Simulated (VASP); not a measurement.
Computed with LDA (Ceperley-Alder, Perdew-Zunger), VASP's LDA PAW potentials (set 64) (plane waves; VASP).

A VASP calculation is set up with these files.

**KPOINTS**
```
Automatic mesh
0
Gamma
7 7 7
0 0 0
```

### INCAR
```
! general
SYSTEM  = AuZn
PREC    = Accurate
ENCUT   = 300   ! plane-wave cut-off (eV)
LREAL   = .FALSE.   ! projection in real space or not
LASPH   = .TRUE.

! electronic loop
EDIFF   = 1E-6   ! SCF stop (eV)
NELM    = 100   ! most electronic steps
ALGO    = Normal   ! blocked Davidson
LMAXMIX = 6

! smearing
ISMEAR  = 1   ! Methfessel-Paxton
SIGMA   = 0.272   ! width (eV)

! ions
ISIF    = 2

! output
LWAVE   = .FALSE.
LCHARG  = .FALSE.
```

POSCAR:
```
AuZn
1
    3.1947300000     0.0000000000     0.0000000000
    0.0000000000     3.1947300000     0.0000000000
    0.0000000000     0.0000000000     3.1947300000
Zn Au
1 1
Direct
  0.5000000000   0.5000000000   0.5000000000
  0.0000000000   0.0000000000   0.0000000000
```

POTCAR, in this order: Zn Au (LDA.64 set). Program: vasp_std.

The resulting files:

OUTCAR:
```
 ion  position               nearest neighbor table
   1  0.500  0.500  0.500-   2 2.77   2 2.77   2 2.77   2 2.77   2 2.77   2 2.77   2 2.77   2 2.77
  LATTYP: Found a simple cubic cell.
 ALAT       =     3.1947300000
 Subroutine PRICEL returns:
 Original cell was already a primitive cell.
 Subroutine GETGRP returns: Found 48 space group operations
The static configuration has the point symmetry O_h .
The dynamic configuration has the point symmetry O_h .
 Subroutine INISYM returns: Found 48 space group operations
 Subroutine IBZKPT returns following result:
 Found     20 irreducible k-points:

 Following reciprocal coordinates:
            Coordinates               Weight
  0.000000  0.000000  0.000000      1.000000
  0.142857  0.000000  0.000000      6.000000
  0.285714  0.000000  0.000000      6.000000
  0.428571  0.000000  0.000000      6.000000
  0.142857  0.142857  0.000000     12.000000
  0.285714  0.142857  0.000000     24.000000
  0.428571  0.142857  0.000000     24.000000
  0.285714  0.285714  0.000000     12.000000
  0.428571  0.285714  0.000000     24.000000
  0.428571  0.428571  0.000000     12.000000
...
```

File OSZICAR:
```
       N       E                     dE             d eps       ncg     rms          rms(c)
DAV:   1     0.913736124685E+02    0.91374E+02   -0.85804E+03   624   0.131E+03
DAV:   2    -0.430956462928E+01   -0.95683E+02   -0.92395E+02   635   0.265E+02
DAV:   3    -0.717535904438E+01   -0.28658E+01   -0.28568E+01   719   0.550E+01
DAV:   4    -0.719013807746E+01   -0.14779E-01   -0.14779E-01   698   0.345E+00
DAV:   5    -0.719031217290E+01   -0.17410E-03   -0.17409E-03   740   0.388E-01    0.771E+00
DAV:   6    -0.671230985963E+01    0.47800E+00   -0.17421E+00   621   0.152E+01    0.497E+00
DAV:   7    -0.668106451638E+01    0.31245E-01   -0.31556E-02   816   0.405E+00    0.272E+00
DAV:   8    -0.666915341080E+01    0.11911E-01   -0.12534E-02   715   0.126E+00    0.160E-01
DAV:   9    -0.666916980710E+01   -0.16396E-04   -0.51406E-04   684   0.243E-01    0.763E-02
DAV:  10    -0.666916054343E+01    0.92637E-05   -0.60696E-05   719   0.141E-01    0.174E-02
DAV:  11    -0.666915890233E+01    0.16411E-05   -0.15456E-05   670   0.103E-01    0.415E-03
DAV:  12    -0.666915886765E+01    0.34680E-07   -0.27555E-07   349   0.116E-02
   1 F= -.66691589E+01 E0= -.66676320E+01  d E =-.458048E-02
```

**OUTCAR**
```
------------------------ aborting loop because EDIFF is reached ----------------------------------------
  FORCE on cell =-STRESS in cart. coord.  units (eV):
  Direction    XX          YY          ZZ          XY          YZ          ZX
  --------------------------------------------------------------------------------------
  Total       -2.4506240     -2.4506240     -2.4506240      0.0000000     -0.0000000      0.0000000
  in kB     -120.4161614   -120.4161614   -120.4161614      0.0000000     -0.0000000      0.0000000
  external PRESSURE =    -120.4161614 kB  Pullay stress =       0.0000000 kB
  volume of cell :       32.61
      direct lattice vectors                 reciprocal lattice vectors
     3.194730000  0.000000000  0.000000000     0.313015497  0.000000000  0.000000000
     0.000000000  3.194730000  0.000000000     0.000000000  0.313015497  0.000000000
     0.000000000  0.000000000  3.194730000     0.000000000  0.000000000  0.313015497
 POSITION                                       TOTAL-FORCE (eV/Angst)
 -----------------------------------------------------------------------------------
      1.59736      1.59736      1.59736         0.000000      0.000000      0.000000
      0.00000      0.00000      0.00000         0.000000      0.000000      0.000000
 -----------------------------------------------------------------------------------
    total drift:                                0.000000     -0.000000      0.000000
  FREE ENERGIE OF THE ION-ELECTRON SYSTEM (eV)
  ---------------------------------------------------
  free  energy   TOTEN  =        -6.6691588676 eV

  energy  without entropy=       -6.6645783880  energy(sigma->0) =       -6.66763204
```
(Selected blocks of OUTCAR.)

At this cut-off the stress carries a Pulay error, which pulls relaxed volumes low.

The structure is a typed AuZn crystal. The cell was not relaxed at this level. The electron count is odd and the run is not spin-polarised, which forces a metal.
